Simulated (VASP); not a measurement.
```
CELL_PARAMETERS angstrom
      0.00000     2.22642     2.22642
      2.22642     0.00000     2.22642
      2.22642     2.22642     0.00000
ATOMIC_POSITIONS crystal
  Ta 0.00000 0.00000 0.00000
  C  0.50000 0.50000 0.50000
```

Computed with PBE GGA with D3 dispersion (zero damping), VASP's PBE PAW potentials (set 64) (plane waves; VASP). Settings: 520 eV cut-off, 14×14×14 Γ-centred mesh, first-order Methfessel-Paxton smearing of 0.10 eV, potentials Ta_pv C.

Task: The job: TaC (rock salt), 2 atoms, PBE-D3 (zero damping), static run, 520 eV, 14×14×14 Γ-centred mesh. Roughly how much core time does it take on a busy server core?

Result: About 30 core-seconds (one run on a shared machine, a rough figure). It had 104 irreducible k-points, 11 bands, up to 609 plane waves and 14 electronic steps.

The compound is TaC in the rock salt structure. It was relaxed first. The electron count is odd and the run is not spin-polarised, which forces a metal.
